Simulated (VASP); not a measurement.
Set up this calculation in VASP 6.6.1, as the native input.

* Task: single point
* Functional: r2SCAN
* Potentials or basis: VASP PAW PBE potentials, release 64 (Sb, Bi_d, S)
* Cutoff: 520 eV
* k mesh: 7 × 7 × 7
* Occupations: gaussian, width 0.1 eV
* Spin: no spin polarisation
* Further INCAR settings: ALGO = Normal; EDIFF = 1e-06

The structure of BiSbS4 lies in POSCAR:

```
BiSbS4
1.0
   -3.1930100000      3.1930100000      7.3568100000
    3.1930100000     -3.1930100000      7.3568100000
    3.1930100000      3.1930100000     -7.3568100000
Sb Bi S
2 2 8
Direct
    0.0000000000      0.0000000000      0.0000000000
    0.7500000000      0.2500000000      0.5000000000
    0.2500000000      0.7500000000      0.5000000000
    0.5000000000      0.5000000000      0.0000000000
    0.6515340000      0.0954410000      0.9242290000
    0.1712120000      0.7273050000      0.0757710000
    0.9045590000      0.8287880000      0.5560930000
    0.2726950000      0.3484660000      0.4439070000
    0.5787880000      0.5226950000      0.4242290000
    0.8454410000      0.4212120000      0.9439070000
    0.0984660000      0.1545590000      0.5757710000
    0.4773050000      0.9015340000      0.0560930000
```

The cell was built by a generator and needn't be a form met in nature.

These files were run (other wordings do the same):

INCAR

```
SYSTEM = BiSbS4
PREC = Accurate
ENCUT = 520
EDIFF = 1E-6
ISMEAR = 0
SIGMA = 0.1
LREAL = .FALSE.
LASPH = .TRUE.
NELM = 150
ALGO = Normal
ISIF = 2
LWAVE = .FALSE.
LCHARG = .FALSE.
METAGGA = R2SCAN
LMIXTAU = .TRUE.
KPAR = 8
```

KPOINTS

```
regular mesh
0
G
  7 7 7
  0 0 0
```

Potentials or basis: VASP PAW PBE potentials, release 64 (Sb, Bi_d, S).

Launch:

```bash
$ cat potpaw_PBE.64/Sb/POTCAR potpaw_PBE.64/Bi_d/POTCAR potpaw_PBE.64/S/POTCAR > POTCAR
$ mpirun -np 8 vasp_std > vasp.out
```

Results of the run:

```json
{
 "Pressure": "-1.7 GPa",
 "Largest force": "0.277 eV/Å",
 "Band gap on the k mesh": "0.63 eV, indirect (least direct gap 0.95 eV)"
}
```

Caveat: the PAW data sets were made with another functional, which shifts forces and pressure a little; spin-orbit coupling is left out, which as a rule narrows the gap of such compounds by several tenths of an eV; an odd mesh through Γ misses points on the zone boundary, where band edges often lie.

It took 13 min on 8 MPI ranks on AMD EPYC 9R45 (Zen 5), on a shared host, peak memory 1.1 GiB a rank.
